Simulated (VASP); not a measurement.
CdF2 (fluorite):

```yaml
crystal:
  lattice:
    - [0.00000, 2.69500, 2.69500]
    - [2.69500, 0.00000, 2.69500]
    - [2.69500, 2.69500, 0.00000]
  atoms:
    - { symbol: Cd, position: [0.00000, 0.00000, 0.00000] }
    - { symbol: F, position: [0.25000, 0.25000, 0.25000] }
    - { symbol: F, position: [0.75000, 0.75000, 0.75000] }
```

The lowest empty band near Γ, direction [100], from PBE with spin-orbit coupling in VASP (PAW); its two spin partners are averaged. The gap over the points computed is 3.06 eV, and the next band on that side lies 9.24 eV away at the edge.

Settings: 520 eV cut-off, 8×8×8 Γ-centred mesh, Gaussian smearing of 0.050 eV, potentials Cd F.

```json
[
 {"distance from the edge in k (1/Å)": "0.018", "distance in energy (meV)": "3.3"},
 {"distance from the edge in k (1/Å)": "0.025", "distance in energy (meV)": "6.3"},
 {"distance from the edge in k (1/Å)": "0.035", "distance in energy (meV)": "12.4"},
 {"distance from the edge in k (1/Å)": "0.050", "distance in energy (meV)": "25.1"},
 {"distance from the edge in k (1/Å)": "0.070", "distance in energy (meV)": "48.9"}
]
```

Problem. Fit E(1 + αE) = ħ²k²/2m* (ħ²/2m0 = 3.810 eV Å²) and predict the row at 0.095 1/Å.

Solution. The rows don't resolve α, so a parabola serves: the electron mass is m* = 0.381 m0, and so 90.2 meV. The run gave 89.0 meV, -1.2 meV from the fit.

Left out are points under 3 meV from the edge, since the levels carry 0.1 meV, and points farther than half the way to the next band.

The compound is CdF2 in the fluorite structure. The cell was not relaxed at this level.
